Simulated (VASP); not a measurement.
Data:

```yaml
crystal:
  lattice:
    - [1.26053, -2.18330, 0.00000]
    - [1.26053, 2.18330, 0.00000]
    - [0.00000, 0.00000, 6.92357]
  atoms:
    - { symbol: B, position: [0.33333, 0.66667, 0.25000] }
    - { symbol: B, position: [0.66667, 0.33333, 0.75000] }
    - { symbol: N, position: [0.66667, 0.33333, 0.25000] }
    - { symbol: N, position: [0.33333, 0.66667, 0.75000] }
```

The numbers are results of vdW-DF2, VASP's PBE PAW potentials (set 64) (plane waves; VASP), not measurements. Run with 520 eV cut-off, 11×11×4 Γ-centred mesh, tetrahedra with Blöchl corrections, potentials B N.

The cores are frozen, which limits the accuracy of field gradients.

Give the principal components of the electric field gradient (V/Å²) and the asymmetry η at each nucleus.

| atom | Vxx | Vyy | Vzz | η |
|---|---|---|---|---|
| B1 | -19.2 | -19.2 | 38.3 | 0.00 |
| B2 | -19.2 | -19.2 | 38.3 | 0.00 |
| N3 | -0.3 | -0.3 | 0.6 | 0.00 |
| N4 | -0.3 | -0.3 | 0.6 | 0.00 |

The compound is BN in the hex structure. It was relaxed first, which changed the volume by +5 %.
